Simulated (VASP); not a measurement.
Here is the system:

```
HfC
1.0
    0.00000     2.32441     2.32441
    2.32441     0.00000     2.32441
    2.32441     2.32441     0.00000
Hf C
1 1
Direct
  0.00000   0.00000   0.00000
  0.50000   0.50000   0.50000
```

Level of theory: PBEsol GGA, VASP's PBE PAW potentials (set 64) (plane waves; VASP). Settings: 400 eV cut-off, 16×16×16 Γ-centred mesh, Gaussian smearing of 0.20 eV, potentials Hf_pv C.

### Question
Give the energies of bands 5 to 10 at the high-symmetry points, in eV from the Fermi level.

### Answer

```
band     Γ      X      U      L      W
----  ----  -----  -----  -----  -----
5     1.04  -2.57  -3.52  -6.17  -2.99
6     1.04  -1.81  -2.71  -2.98  -2.70
7     1.04  -0.06  -1.62  -2.98  -2.70
8     1.36  -0.06   1.56   5.31   3.67
9     1.36   5.32   5.78   5.31   3.67
10    1.36   6.74   6.18   5.79   6.75
```

It has no gap at this level: it comes out as a metal or semimetal.

The structure is a typed HfC crystal (Fm-3m). The cell was not relaxed at this level.
